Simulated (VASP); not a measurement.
Method: PBEsol GGA, VASP's PBE PAW potentials (set 64) (plane waves; VASP).

VASP ran on this input.

**KPOINTS**
```
Automatic mesh
0
Gamma
10 10 8
0 0 0
```

### POSCAR
```
ZrB2
1
    1.5773694155    -2.8413678105     0.0000000000
    1.5773694155     2.8413678105     0.0000000000
    0.0000000000     0.0000000000     3.6524515472
Zr B
1 2
Direct
  0.0000000000   0.0000000000   0.0000000000
  0.3333330000   0.6666670000   0.5000000000
  0.6666670000   0.3333330000   0.5000000000
```

INCAR:
```
SYSTEM = ZrB2
PREC = Accurate
ENCUT = 600
EDIFF = 1E-7
NELM = 100
ALGO = Normal
LREAL = .FALSE.
LASPH = .TRUE.
ISMEAR = 1
SIGMA = 0.1
GGA = PS
LMAXMIX = 4
LWAVE = .FALSE.
LCHARG = .FALSE.
ISIF = 2
IBRION = 2
NSW = 30
EDIFFG = -0.01
```

POTCAR, in this order: Zr_sv B (PBE.64 set). Program: vasp_std.

What VASP printed:

**OSZICAR**
```
       N       E                     dE             d eps       ncg     rms          rms(c)
DAV:   1     0.120075322977E+03    0.12008E+03   -0.10577E+04  4030   0.153E+03
DAV:   2    -0.223551904456E+02   -0.14243E+03   -0.13737E+03  4663   0.349E+02
DAV:   3    -0.286202704535E+02   -0.62651E+01   -0.61946E+01  6598   0.640E+01
DAV:   4    -0.287666613395E+02   -0.14639E+00   -0.14632E+00  5197   0.893E+00
DAV:   5    -0.287691281544E+02   -0.24668E-02   -0.24667E-02  6235   0.104E+00    0.193E+01
DAV:   6    -0.262609781323E+02    0.25082E+01   -0.76234E+00  4994   0.189E+01    0.776E+00
DAV:   7    -0.262315033237E+02    0.29475E-01   -0.78504E-01  6135   0.576E+00    0.288E+00
DAV:   8    -0.262280518618E+02    0.34515E-02   -0.83277E-02  4838   0.260E+00    0.672E-01
DAV:   9    -0.262257259333E+02    0.23259E-02   -0.15253E-02  5296   0.970E-01    0.143E-01
DAV:  10    -0.262256673754E+02    0.58558E-04   -0.10768E-03  5152   0.314E-01    0.383E-02
DAV:  11    -0.262256794173E+02   -0.12042E-04   -0.35155E-05  5322   0.689E-02    0.114E-02
DAV:  12    -0.262256790353E+02    0.38201E-06   -0.19282E-06  5251   0.138E-02    0.401E-03
DAV:  13    -0.262256790192E+02    0.16056E-07   -0.33053E-07  4970   0.457E-03
   1 F= -.26225679E+02 E0= -.26225639E+02  d E =-.262257E+02
       N       E                     dE             d eps       ncg     rms          rms(c)
DAV:   1    -0.262261271982E+02   -0.44816E-03   -0.32232E-02  4100   0.111E+00    0.520E-02
DAV:   2    -0.262260934100E+02    0.33788E-04   -0.34723E-04  5268   0.121E-01    0.268E-02
DAV:   3    -0.262260706027E+02    0.22807E-04   -0.75109E-05  4790   0.515E-02    0.290E-03
DAV:   4    -0.262260706856E+02   -0.82858E-07   -0.55292E-06  4880   0.147E-02    0.214E-03
DAV:   5    -0.262260706874E+02   -0.18656E-08   -0.57821E-08  3404   0.185E-03
   2 F= -.26226071E+02 E0= -.26226013E+02  d E =-.391668E-03
```

### OUTCAR
```
------------------------ aborting loop because EDIFF is reached ----------------------------------------
  FORCE on cell =-STRESS in cart. coord.  units (eV):
  Direction    XX          YY          ZZ          XY          YZ          ZX
  --------------------------------------------------------------------------------------
  Total       -1.2936797     -4.7379810     -3.9334461      0.0000000      0.0000000      0.0000000
  in kB      -63.3084989   -231.8614597   -192.4901236      0.0000000      0.0000000      0.0000000
  external PRESSURE =    -162.5533607 kB  Pullay stress =       0.0000000 kB
  volume of cell :       32.74
      direct lattice vectors                 reciprocal lattice vectors
     1.577369415 -2.841367810  0.000000000     0.316983450 -0.175971586  0.000000000
     1.577369415  2.841367810  0.000000000     0.316983450  0.175971586  0.000000000
     0.000000000  0.000000000  3.652451547     0.000000000  0.000000000  0.273788711
 POSITION                                       TOTAL-FORCE (eV/Angst)
 -----------------------------------------------------------------------------------
      3.15474      0.00000      0.00000         0.000000      0.000000     -0.000000
      1.57737      0.95129      1.82623        -0.000000      0.007714     -0.000000
      1.57737     -0.95129      1.82623        -0.000000     -0.007714      0.000000
 -----------------------------------------------------------------------------------
    total drift:                                0.000000      0.000000     -0.000000
  FREE ENERGIE OF THE ION-ELECTRON SYSTEM (eV)
  ---------------------------------------------------
  free  energy   TOTEN  =       -26.2260706874 eV

  energy  without entropy=      -26.2258973611  energy(sigma->0) =      -26.22601291

 reached required accuracy - stopping structural energy minimisation
```
(Selected blocks of OUTCAR.)

**CONTCAR**
```
ZrB2
   1.00000000000000
     1.5773694155000000   -2.8413678105000000    0.0000000000000000
     1.5773694155000000    2.8413678105000000    0.0000000000000000
     0.0000000000000000    0.0000000000000000    3.6524515472000001
  Zr              B
     1     2
Direct
     1.0000000000000000    1.0000000000000000    0.0000000000000000
     0.3325993693116938    0.6674006306883062    0.5000000000000000
     0.6674006306883062    0.3325993693116938    0.5000000000000000
```

The compound is ZrB2 in the AlB2 type structure. This cell was strained or had an atom moved on purpose. Symmetry was kept, so distortions that lower it aren't found.
